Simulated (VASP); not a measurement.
```
Na2S
1.0
    0.00000     3.18997     3.18997
    3.18997     0.00000     3.18997
    3.18997     3.18997     0.00000
Na S
2 1
Direct
  0.25000   0.25000   0.25000
  0.75000   0.75000   0.75000
  0.00000   0.00000   0.00000
```

These are PBEsol GGA, VASP's PBE PAW potentials (set 64) (plane waves; VASP) values and carry that method's errors. Run with 520 eV cut-off, 6×6×6 Γ-centred mesh, Gaussian smearing of 0.050 eV, potentials Na_pv S.

Give the stress tensor in GPa (positive for a compressed cell).

```
1.97  0.00  0.00
0.00  1.97  0.00
0.00  0.00  1.97
```
The pressure is its mean diagonal, 1.97 GPa.

The compound is Na2S in the antifluorite structure. This cell is one point of a volume scan, at 0.94 of the reference volume.
